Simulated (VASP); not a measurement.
An input for Quantum ESPRESSO's pw.x (written as the equivalent of a VASP run, and not itself run):

```
&CONTROL
  calculation = 'vc-relax'
  pseudo_dir = './pseudo'
  outdir = './out'
  tprnfor = .true.
  tstress = .true.
  nstep = 60
  forc_conv_thr = 0.00039
/
&SYSTEM
  ibrav = 0
  nat = 2
  ntyp = 1
  ecutwfc = 96
  occupations = 'smearing'
  smearing = 'methfessel-paxton'
  degauss = 0.00735
  input_dft = 'revpbe'
  nspin = 2
  starting_magnetization(1) = 0.18
/
&ELECTRONS
  conv_thr = 7.3e-08
  electron_maxstep = 100
/
&IONS
/
&CELL
/
ATOMIC_SPECIES
  Co 58.933 Co.upf
CELL_PARAMETERS angstrom
     1.2550000   -2.1737240    0.0000000
     1.2550000    2.1737240    0.0000000
     0.0000000    0.0000000    4.0700000
ATOMIC_POSITIONS crystal
  Co   0.3333330  0.6666670  0.2500000
  Co   0.6666670  0.3333330  0.7500000
K_POINTS automatic
  15 15 8 0 0 0
```

Task: Translate this input to VASP (INCAR, KPOINTS, POSCAR, choice of POTCAR).

Result: Several could match; the one computed here: 
POSCAR:
```
Co
1
    1.2550000000    -2.1737240000     0.0000000000
    1.2550000000     2.1737240000     0.0000000000
    0.0000000000     0.0000000000     4.0700000000
Co
2
Direct
  0.3333330000   0.6666670000   0.2500000000
  0.6666670000   0.3333330000   0.7500000000
```

### INCAR
```
! general
SYSTEM   =  Co
PREC     =  Accurate
ENCUT    =  520
LREAL    =  F
LASPH    =  T

! electronic loop
EDIFF    =  1E-6
NELM     =  100
ALGO     =  Normal
LMAXMIX  =  4

! smearing
ISMEAR   =  1
SIGMA    =  0.1

! functional
GGA      =  RE

! spin
ISPIN    =  2
MAGMOM   =  1.8 1.8

! ions
IBRION   =  2
NSW      =  60
ISIF     =  3
EDIFFG   =  -0.01

! output
LWAVE    =  F
LCHARG   =  F
LORBIT   =  10
```

### KPOINTS
```
Automatic mesh
0
Gamma
15 15 8
0 0 0
```

POTCAR, in this order: Co (PBE.64 set). Program: vasp_std.

What does not carry over: the potentials are each code's own (VASP's PAW set, PseudoDojo norm-conserving files in pw.x), so ENCUT and ecutwfc are chosen apart and not converted; conv_thr bounds pw.x's estimated SCF error, while EDIFF bounds the energy change between steps; starting_magnetization is a fraction of the valence charge and MAGMOM a moment in μB, so they match only roughly; forc_conv_thr acts on force components and is met together with etot_conv_thr.

The compound is Co in the hcp structure. This run relaxes it. Symmetry was kept, so distortions that lower it aren't found.
